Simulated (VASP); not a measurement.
Input:

```
SnSe
1.0
    0.00000     2.63096     2.63096
    2.63096     0.00000     2.63096
    2.63096     2.63096     0.00000
Sn Se
1 1
Direct
  0.00000   0.00000   0.00000
  0.50000   0.50000   0.50000
```

The numbers are results of PBEsol GGA, VASP's PBE PAW potentials (set 64) (plane waves; VASP), not measurements. Run with 500 eV cut-off, 12×12×12 Γ-centred mesh, first-order Methfessel-Paxton smearing of 0.10 eV, potentials Sn_d Se.

### Question
The ions, cell shape and volume at an external pressure of 45.0 GPa are relaxed. Which structure does the run end with?

### Answer

```
SnSe
1.0
    0.00000     2.63338     2.63338
    2.63338     0.00000     2.63338
    2.63338     2.63338     0.00000
Sn Se
1 1
Cartesian
  0.00000   0.00000   0.00000
  2.63338   2.63338   2.63338
```
Space group Fm-3m (225), at a tolerance of 0.03 Å.

### Question
How do energy and volume change from the first to the last step?

### Answer
The energy (σ→0) changes by -14.3 meV/atom and the volume by +0.3 %, in 3 ionic steps.

The structure was generated: SnSe was put into the rock salt type (Fm-3m), which need not be its known phase. This run relaxes it under an external pressure of 45 GPa. Symmetry was kept, so distortions that lower it aren't found.
